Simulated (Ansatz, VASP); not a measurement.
**Cross-check of P between VASP and Ansatz**

Wanted: the spread between two codes on one cell, functional and k mesh. The cell is taken from a series of VASP runs on this material, whose earlier steps may have relaxed, scaled or displaced it; both programs get it as it stands.

Method: plane waves, with VASP 6.6.1 beside it; relaxation of cell and atoms at PBEsol and relaxation of cell and atoms at PBE, in Ansatz 0.2.0.

### Step 1. The starting structure

Symmetry: Cmce, No. 64, orthorhombic system. Conventional cell: a = 3.314 Å, b = 10.262 Å, c = 4.205 Å, α = 90.00°, β = 90.00°, γ = 90.00°. P has 3 P at 2.23 to 2.25 Å nearest.

### Step 2. Ansatz: relaxation of cell and atoms, PBEsol

Ansatz runs on its default PAW (the set named soft_2) files.

The relaxed volume is the usual yardstick between codes: its relative difference is about their pressure difference at one cell divided by the bulk modulus.

File input.yaml:

```yaml
crystal:
  lattice:
    - [1.6568551233, -5.1311706441, 0.0]
    - [1.6568551233, 5.1311706441, 0.0]
    - [0.0, 0.0, 4.2051845799]
  atoms:
    - { symbol: P, position: [0.3945821525, 0.6054178475, 0.426751843] }
    - { symbol: P, position: [0.1054178475, 0.8945821525, 0.926751843] }
    - { symbol: P, position: [0.6054178475, 0.3945821525, 0.573248157] }
    - { symbol: P, position: [0.8945821525, 0.1054178475, 0.073248157] }
hamiltonian:
  xc: pbesol
  pseudopotentials: { kind: paw }
kpoints:
  mp_grid: { grid: [8, 8, 6] }
scf:
  occupations: { method: gaussian, width: 0.03 }
relax:
  f_tol: 0.01
  max_steps: 60
  cell: { stress_tol: 0.05 }
output:
  forces: true
  stress: true
  write_density: true
  write_potential: true
  elf: true
  volumetric_format: npy
```

Launch:

```
> ansatz run input.yaml --threads 4 --pin off --max-ram 9216MiB --backend cpu --events-out ev --progress --plain --runs-dir out
```

Numbers of over 12 decimals in the logs are rounded to 6 here.

What it wrote:

```text
Engine: ansatz 0.2.0, aarch64-unknown-linux-gnu
Pseudopotentials: kind: paw
Pseudopotential: P, paw, valence charge 5, recommended cutoff 420 eV (normal), P.paw.azcp
Functional definition: PBEsol
  exchange = pbesol_x
  correlation = pbesol_c
Crystal: 4 atoms, lattice volume = 71.502 Å³
Basis set: ecut = 420 eV, 1383 PW (Γ), exchange–correlation on 80×80×60 points (8 copies of the dense FFT grid, shifted against one another)
Bands: 14, of which v1, the nominal top of the filled ones, is band 10 counted from 1 (9 counted from 0)
Symmetry: 8 space group operations
Space group: Cmce (ITA 64), of the structure as read, at distance tolerance 4.2e-5 Å
k-points: 84 of 384
Non-local potential: P, projectors of the file, l = 0: 2, l = 1: 2, l = 2: 2
PAW form: soft (Blöchl's): semilocal exchange-correlation on the pseudo side does not see the compensation charge
PAW frozen core: P, regenerated for the run's functional, and the local potential with it (the file was generated under x = pbe(κ = 0.804, μ = 0.219515), c = pbe(β = 0.066725))
PAW one-centre angular grid: P, 110 points (default); XC on 64 Gauss nodes
Initial density: superposition of atomic densities (neutral atoms: chi_scale 0, normalization atom), corrected by the library's trained network
Initial wavefunctions: pseudopotential atomic-orbital guess
Functional: x = pbesol(κ = 0.804, μ = 0.123457), c = pbesol(β = 0.046)
SCF iter   1: F=—  HF=-2960.145910 eV  |F-HF|=—  |Δ(HF+E_count)|=         —  Δρ=4.12e-3  dr2=1.04e-2  ethr=1.77e-3  ⟨swp⟩=7.9  Hψ=8733  notcnv=0
preconditioner: auto → none  [insulator: Δε(μ)=0.085 eV  Ē_g=8.974 eV  σ=0.030 eV  W_gap=0.50  n_scr=12 (ndim 8)  ℏωp=19.6 eV  f_vac=0.000  D(μ)=0.39/eV (n_scr^D=0)  ε∞_Penn≈5.8]
SCF iter   2: F=—  HF=-2960.143753 eV  |F-HF|=—  |Δ(HF+E_count)|=   2.16e-3  Δρ=1.71e-3  dr2=1.66e-3  ethr=5.19e-5  ⟨swp⟩=2.7  Hψ=2884  notcnv=0  defer=1
SCF iter   3: F=—  HF=-2960.143766 eV  |F-HF|=—  |Δ(HF+E_count)|=   1.27e-5  Δρ=4.93e-4  dr2=3.50e-4  ethr=8.30e-6  ⟨swp⟩=2.1  Hψ=1863  notcnv=0  defer=1
SCF iter   4: F=—  HF=-2960.143690 eV  |F-HF|=—  |Δ(HF+E_count)|=   7.63e-5  Δρ=1.44e-4  dr2=2.08e-5  ethr=1.75e-6  ⟨swp⟩=2.0  Hψ=1761  notcnv=0  defer=1
SCF iter   5: F=—  HF=-2960.143685 eV  |F-HF|=—  |Δ(HF+E_count)|=   5.16e-6  Δρ=5.92e-5  dr2=1.22e-6  ethr=1.04e-7  ⟨swp⟩=2.7  Hψ=1974  notcnv=0  defer=1
SCF iter   6: F=—  HF=-2960.143685 eV  |F-HF|=—  |Δ(HF+E_count)|=   7.95e-7  Δρ=1.36e-5  dr2=1.25e-7  ethr=6.08e-9  ⟨swp⟩=2.6  Hψ=2044  notcnv=0  defer=1
SCF iter   7: F=-2960.143685 eV  HF=-2960.143685 eV  |F-HF|=1.27e-9  |Δ(HF+E_count)|=   2.51e-8  Δρ=1.87e-6  dr2=3.15e-9  ethr=5.00e-10  ⟨swp⟩=10.1  Hψ=7752  notcnv=0
SCF 1 converged in 7 iterations: F = -2960.143685 eV  dr2 = 3.15e-9
  greatest PAW one-centre occupation: 0.808 electrons in one spin orbital (limit 2), on the P atom at site 3 (counted from 0), in its partial waves of l = 0
relax step   1: F+E_penalty+E_count = -2960.14368544 eV  Δ(F+E_penalty+E_count) = +0.000e0 eV  max|allowed force component| = 2.082e-2 eV/Å  Δτ_max = 0.0000 Å  P = +0.099 GPa  Ω = 71.502 Å³  (7 SCF iters, dr2 threshold 1.00e-7 eV, accepted)
[...]
relax step   2: F+E_penalty+E_count = -2960.14380420 eV  Δ(F+E_penalty+E_count) = -1.188e-4 eV  max|allowed force component| = 8.219e-3 eV/Å  Δτ_max = 0.0024 Å  P = +0.098 GPa  Ω = 71.365 Å³  energy of the carried Pulay correction = +2.980e-5 eV  (6 SCF iters, dr2 threshold 8.30e-8 eV, accepted)
[...]
relax step   3: F+E_penalty+E_count = -2960.14383242 eV  Δ(F+E_penalty+E_count) = -2.822e-5 eV  max|allowed force component| = 4.825e-3 eV/Å  Δτ_max = 0.0005 Å  P = -0.039 GPa  Ω = 71.436 Å³  energy of the carried Pulay correction = +1.423e-5 eV  (6 SCF iters, accepted)
[...]
relax step   4: F+E_penalty+E_count = -2960.14384941 eV  Δ(F+E_penalty+E_count) = -1.699e-5 eV  max|allowed force component| = 1.784e-3 eV/Å  Δτ_max = 0.0003 Å  P = -0.012 GPa  Ω = 71.406 Å³  energy of the carried Pulay correction = +2.082e-5 eV  (6 SCF iters, accepted)
[...]
relax step   5: F+E_penalty+E_count = -2960.14382376 eV  Δ(F+E_penalty+E_count) = +2.565e-5 eV  max|allowed force component| = 1.782e-3 eV/Å  Δτ_max = 0.0000 Å  P = -0.013 GPa  Ω = 71.406 Å³  stress off target by 2.47e-2 GPa  SCF on the basis re-selected at this cell (its energy is not comparable with the rows above)  (8 SCF iters)
basis re-selected at this cell: Δ(F+E_penalty+E_count) = +2.565e-5 eV, ΔP = -0.001 GPa vs the last step (what re-selecting the basis moved, of the pressure what is left beyond the Pulay correction that the steps carried, after the strain that the cell walked since its last selection, with what the two solves' SCF thresholds leave and, on support functions, any second-order correction that the steps lacked; it is no m [...]
SCF converged after 8 iterations
Free energy (F): -2960.143824 eV
Harris-Foulkes:  -2960.143824 eV  (|F-HF|=1.82e-12)
Internal energy: -2960.143646 eV  (E = F + TS)
E sigma→0 (E₀):  -2960.143735 eV
Entropy (-TS):   -0.000177 eV (-0.044 meV/atom)
Fermi energy:    8.310792 eV
--- Per-component energies (eV) ---
  E_band       = 30.931539
  E_kinetic    = 280.781801
  E_local      = -231.980964  (includes V_loc(G=0)·N_el)
  E_nonlocal   = 136.242750
  E_hartree    = 59.581097
  E_xc         = -243.930855
  E_vxc        = -242.724739  (∫ρ·V_xc dr)
  E_paw        = -2216.424017  (= ΣΔE_a)
  E_vpaw       = -30.549515  (= ΣTr[D̂ρ^β])
  E_aug_tail   = 0.000012  (compensation charges beyond the density's cutoff)
  E_ewald      = -744.597855
  E_core_change = 0.184384  (= ΣΔE_core)
  E_smearing   = -0.000177  (= −TS)
  E_closure    = -0.000000  (closes the sum)
  Σ components = -2960.143824   (vs F -2960.143824, Δ=0.00e0)
--- Forces (eV/Å), atoms counted from 1 ---
  atom   1  P     -0.00000000    -0.00178155     0.00089015
  atom   2  P     -0.00000000     0.00178155     0.00089015
  atom   3  P      0.00000000     0.00178155    -0.00089015
  atom   4  P      0.00000000    -0.00178155    -0.00089015
  max |Σ_I F_I| component: 6.94e-18 eV/Å
--- Stress (GPa, compression-positive) ---
        0.010845      -0.000000       0.000000
       -0.000000      -0.023859      -0.000000
        0.000000      -0.000000      -0.024731
  P = ⅓ Tr σ = -0.0126 GPa (-0.126 kbar)
--- Band table (eV; the first three rows and the last of 84) ---
  k-point 0: bands = [... 6 lower, 4.2935, 5.4108, 5.7310, 6.9490, 9.2425, 9.4968, 10.1975, 11.7100]
  k-point 1: bands = [... 6 lower, 4.4293, 5.7289, 6.0346, 6.7343, 9.4831, 10.0375, 10.4639, 11.1577]
  k-point 2: bands = [... 6 lower, 4.8002, 5.6238, 5.8749, 8.0799, 9.4444, 9.9537, 10.5110, 11.4386]
  k-point 83: bands = [... 6 lower, 5.8701, 5.8701, 7.0311, 7.0311, 9.6128, 9.6128, 10.9793, 10.9793]
--- Relaxed structure (4 steps of the walk, 4 accepted, 1 SCFs on fresh bases) ---
  F+E_penalty+E_count = -2960.14382376 eV   max|allowed force component| = 1.782e-3 eV/Å   (the final SCF, on the basis selected at the relaxed cell)
  cell:  # Å, volume = 71.4060 Å³
    - [1.657109, -5.130778, 0.0]
    - [1.657109, 5.130778, 0.0]
    - [0.0, 0.0, 4.199237]
  atoms:
    - { symbol: P, position: [0.394388, 0.605612, 0.427244] }
    - { symbol: P, position: [0.105612, 0.894388, 0.927244] }
    - { symbol: P, position: [0.605612, 0.394388, 0.572756] }
    - { symbol: P, position: [0.894388, 0.105612, 0.072756] }
```

Wall time 7.8 s (4 threads of Arm Neoverse V1, shared host); peak memory 0.42 GiB.

### Step 3. VASP: relaxation of cell and atoms, PBEsol

The same cell, functional, mesh and smearing now go to VASP, with its own data sets and cutoff.

Lines of VASP's logs that name or quote its potential files are left out, and so is its time.

File INCAR:

```
SYSTEM = P
PREC = Accurate
ENCUT = 520
EDIFF = 1E-07
NELM = 100
ISMEAR = 0
SIGMA = 0.03
LREAL = .FALSE.
ALGO = Normal
GGA = PS
NBANDS = 16
LORBIT = 11
LWAVE = .FALSE.
LCHARG = .FALSE.
KPAR = 4
IBRION = 2
NSW = 50
ISIF = 3
EDIFFG = -0.005
LASPH = .TRUE.
```

File POSCAR:

```
P
1.0
    1.6568551233     -5.1311706441      0.0000000000
    1.6568551233      5.1311706441      0.0000000000
    0.0000000000      0.0000000000      4.2051845799
P
4
Direct
    0.3945821525      0.6054178475      0.4267518430
    0.1054178475      0.8945821525      0.9267518430
    0.6054178475      0.3945821525      0.5732481570
    0.8945821525      0.1054178475      0.0732481570
```

File KPOINTS:

```
Automatic mesh
0
Gamma
8 8 6
0 0 0
```

PAW data sets: P (PBE family, release 64).

Launch:

```
> mpirun -np 4 vasp_std
```

What it wrote:

```text
[banner, memory and clock lines left out]
running    4 mpi-ranks, on    1 nodes
 distrk:  each k-point on    1 cores,    4 groups
 distr:  one band on    1 cores,    1 groups

 POSCAR found type information on POSCAR P
 POSCAR found :  1 types and       4 ions
|                                                                             |
|               ----> ADVICE to this user running VASP <----                  |
|                                                                             |
|     You enforced a specific xc type in the INCAR file but a different       |
|     [... a line on the potential file left out ...]
|     I HOPE YOU KNOW WHAT YOU ARE DOING!                                     |
|                                                                             |

 LDA part: xc-table for (Slater+PW92), standard interpolation
 POSCAR, INCAR and KPOINTS ok, starting setup
 FFT: planning ... GRIDC
 FFT: planning ... GRID_SOFT
 FFT: planning ... GRID
 WAVECAR not read
 entering main loop
       N       E                     dE             d eps       ncg     rms          rms(c)
DAV:   1     0.555586987956E+02    0.55559E+02   -0.84812E+03  2688   0.107E+03
DAV:   2    -0.199483080034E+02   -0.75507E+02   -0.73172E+02  3664   0.162E+02
DAV:   3    -0.231935929038E+02   -0.32453E+01   -0.31889E+01  3728   0.352E+01
DAV:   4    -0.232251625528E+02   -0.31570E-01   -0.31563E-01  3376   0.416E+00
DAV:   5    -0.232256974563E+02   -0.53490E-03   -0.53488E-03  3696   0.502E-01    0.101E+01
DAV:   6    -0.231014937633E+02    0.12420E+00   -0.60129E-02  3264   0.142E+00    0.590E+00
DAV:   7    -0.230475296319E+02    0.53964E-01   -0.10304E-01  3416   0.185E+00    0.262E-01
DAV:   8    -0.230470713360E+02    0.45830E-03   -0.11283E-02  3208   0.678E-01    0.170E-01
DAV:   9    -0.230470979721E+02   -0.26636E-04   -0.44260E-04  3600   0.138E-01    0.743E-02
DAV:  10    -0.230470852619E+02    0.12710E-04   -0.88354E-05  3448   0.534E-02    0.283E-02
DAV:  11    -0.230470867190E+02   -0.14572E-05   -0.94027E-06  3344   0.217E-02    0.119E-02
DAV:  12    -0.230470868579E+02   -0.13888E-06   -0.47884E-07  3512   0.443E-03    0.309E-03
DAV:  13    -0.230470868138E+02    0.44075E-07   -0.98636E-08  1928   0.207E-03
   1 F= -.23047087E+02 E0= -.23046986E+02  d E =-.230471E+02
 curvature:   0.00 expect dE= 0.000E+00 dE for cont linesearch  0.000E+00
 trial: gam= 0.00000 g(F)=  0.923E-06 g(S)=  0.485E-05 ort = 0.000E+00 (trialstep = 0.100E+01)
 search vector abs. value=  0.577E-05
 reached required accuracy - stopping structural energy minimisation
```

Parts of OUTCAR (step 3):

```text
ion  position               nearest neighbor table
   1  0.395  0.605  0.427-   4 2.23   4 2.23   3 2.25
   2  0.105  0.895  0.927-   3 2.23   3 2.23   4 2.25
   3  0.605  0.395  0.573-   2 2.23   2 2.23   1 2.25
   4  0.895  0.105  0.073-   1 2.23   1 2.23   2 2.25

  LATTYP: Found a base centered orthorhombic cell.
 ALAT       =     3.3137102466
 B/A-ratio  =     3.0969338067
 C/A-ratio  =     1.2690260364

 Subroutine GETGRP returns: Found  8 space group operations
 (whereof  4 operations were pure point group operations)

The static configuration has the point symmetry C_2h.
 The point group associated with its full space group is D_2h.

 Found     84 irreducible k-points:

   k-points           NKPTS =     84   k-points in BZ     NKDIM =     84   number of bands    NBANDS=     16

   dimension x,y,z NGX =    40 NGY =   40 NGZ =   32
   dimension x,y,z NGXF=    80 NGYF=   80 NGZF=   64

   ENCUT  =  520.0 eV  38.22 Ry    6.18 a.u.  10.03 10.03  7.82*2*pi/ulx,y,z

   NELECT =      20.0000    total number of electrons

 k-points in reciprocal lattice and weights: Automatic mesh
   0.00000000  0.00000000  0.00000000       0.003
   0.12500000  0.00000000  0.00000000       0.010
   0.25000000  0.00000000  0.00000000       0.010
   0.37500000 -0.00000000  0.00000000       0.010
   0.50000000  0.00000000  0.00000000       0.005
   0.12500000  0.12500000  0.00000000       0.005
   0.25000000  0.12500000  0.00000000       0.010
   0.37500000  0.12500000  0.00000000       0.010
   0.50000000  0.12500000  0.00000000       0.010
[...]
-0.37500000  0.37500000  0.50000000       0.005
   0.50000000  0.50000000  0.50000000       0.003

 average (electrostatic) potential at core
       1 -82.1884       2 -82.1884       3 -82.1884       4 -82.1884

 E-fermi :   7.2080

 k-point     1 :       0.0000    0.0000    0.0000
  band No.  band energies     occupation
    ...
      6       2.8937      2.00000
      7       3.1672      2.00000
      8       4.2908      2.00000
      9       4.6132      2.00000
     10       5.8148      2.00000
     11       8.1178      0.00000
     12       8.3835      0.00000
     13       9.0933      0.00000
     14      10.5829      0.00000
     15      12.6510      0.00000
    ...

 k-point     2 :       0.1250    0.0000    0.0000
  band No.  band energies     occupation
    ...
      6       2.2476      2.00000
      7       2.4021      2.00000
      8       4.3197      2.00000
      9       4.3735      2.00000
     10       6.0298      2.00000
     11       8.3266      0.00000
     12       9.6588      0.00000
     13       9.6742      0.00000
     14      10.3916      0.00000
     15      11.6451      0.00000
    ...

 k-point     3 :       0.2500    0.0000    0.0000
  band No.  band energies     occupation
    ...
      6       1.6427      2.00000
      7       2.7558      2.00000
      8       4.2655      2.00000
      9       4.5638      2.00000
     10       6.0328      2.00000
     11       8.0398      0.00000
     12       9.0625      0.00000
     13       9.5568      0.00000
     14      10.1135      0.00000
     15      10.8118      0.00000
    ...

  Total       -0.0109557      0.0115332      0.0121975      0.0000000      0.0000000      0.0000000
  in kB       -0.2454898      0.2584302      0.2733166      0.0000000      0.0000000      0.0000000
  external PRESSURE =       0.0954190 kB  Pullay stress =       0.0000000 kB

  energy-cutoff  :      520.00
  volume of cell :       71.50
      direct lattice vectors                 reciprocal lattice vectors
     1.656855123 -5.131170644  0.000000000     0.301776536 -0.097443651  0.000000000
     1.656855123  5.131170644  0.000000000     0.301776536  0.097443651  0.000000000
     0.000000000  0.000000000  4.205184580     0.000000000  0.000000000  0.237801690

 POSITION                                       TOTAL-FORCE (eV/Angst)
 -----------------------------------------------------------------------------------
      1.65686      1.08183      1.79457         0.000000     -0.002123     -0.000526
      1.65686      4.04934      3.89716         0.000000      0.002123     -0.000526
      1.65686     -1.08183      2.41061         0.000000      0.002123      0.000526
      1.65686     -4.04934      0.30802         0.000000     -0.002123      0.000526
 -----------------------------------------------------------------------------------
    total drift:                                0.000000     -0.000000      0.000000

  FREE ENERGIE OF THE ION-ELECTRON SYSTEM (eV)
  ---------------------------------------------------
  free  energy   TOTEN  =       -23.0470868138 eV

  energy  without entropy=      -23.0468855915  energy(sigma->0) =      -23.04698620

 reached required accuracy - stopping structural energy minimisation

 total charge
# of ion       s       p       d       tot
------------------------------------------
    1        1.081   1.363   0.000   2.445
    2        1.081   1.363   0.000   2.445
    3        1.081   1.363   0.000   2.445
    4        1.081   1.363   0.000   2.445
--------------------------------------------------
tot          4.326   5.454   0.000   9.780

[... 3 further parts left out ...]
```

CONTCAR:

```
P
   1.00000000000000
     1.6568551233000000   -5.1311706441000000    0.0000000000000000
     1.6568551233000000    5.1311706441000000    0.0000000000000000
     0.0000000000000000    0.0000000000000000    4.2051845799000001
  P
     4
Direct
     0.3945821524999999    0.6054178475000001    0.4267518429999981
     0.1054178475000001    0.8945821524999999    0.9267518429999981
     0.6054178475000001    0.3945821524999999    0.5732481570000019
     0.8945821524999999    0.1054178475000001    0.0732481570000019
```

The run keeps the 8 symmetry operations of its start, so it cannot find a distortion of lower symmetry.

### Step 4. Comparison

Known differences besides the potentials themselves: both relaxations stop at a tolerance, which leaves soft axes loose, and VASP keeps its plane-wave basis; the cutoff is 420 eV in Ansatz and 520 eV in VASP; Ansatz makes its cores anew for this functional, VASP keeps those of its PBE data sets; Ansatz adds a Pulay correction to the stress that steers its cell, VASP none. Total energies have different zeros and are not compared.

Both answers:

| quantity | Ansatz | VASP | difference |
| --- | --- | --- | --- |
| volume (Å³) | 71.41 | 71.50 | -0.13 % |
| edge a after relaxation, in the typed setting (Å) | 5.392 | 5.392 | -0.01 % |
| edge c after relaxation, in the typed setting (Å) | 4.199 | 4.205 | -0.14 % |

The walks stopped with -0.01 GPa left in Ansatz and 0.01 GPa in VASP; each walk ends within a tolerance, so the volume difference is uncertain by about these residues over the bulk modulus, most in soft cells.

[end of part 1 of 2]

[Lines on the potential files, build, host, timing and source positions are cut from VASP's logs without a mark.]

[Logs are printed without paths, hosts, clocks, repeated set-up lines and the standing remarks that a program may print on its own settings, such as how far it seeks lower states.]

[Hosts, paths, dates, database ids (printed as entryN), source tags and the programs' standing remarks are cut or masked in the printed files.]
